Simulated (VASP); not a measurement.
Data:

```
CELL_PARAMETERS angstrom
      0.00000     1.93761     1.93761
      1.93761     0.00000     1.93761
      7.76559     7.76559    -0.01516
ATOMIC_POSITIONS crystal
  Pt 0.00000 0.00000 0.00000
  Pd 0.99779 0.99779 0.25166
  Pd 0.00000 0.00000 0.50000
  Pd 0.00221 0.00221 0.74834
```

Computed with PBEsol GGA, VASP's PBE PAW potentials (set 64) (plane waves; VASP). Settings: 400 eV cut-off, Gaussian smearing of 0.050 eV, potentials Pt Pd.

Unless said otherwise, spin-orbit coupling is left out, though it shifts the bands of the heavy elements here.

Problem. What does the run give for the band gap (along the path) with the smallest direct gap where there is one?

Solution. 
* **band gap (along the path)**: none (metal, semimetal or under 0.01 eV)

The structure was generated: Pd3Pt was put into an ordered model structure (R-3m), which need not be its known phase. It was relaxed first. VASP warned that the highest band is occupied, so more bands are needed.
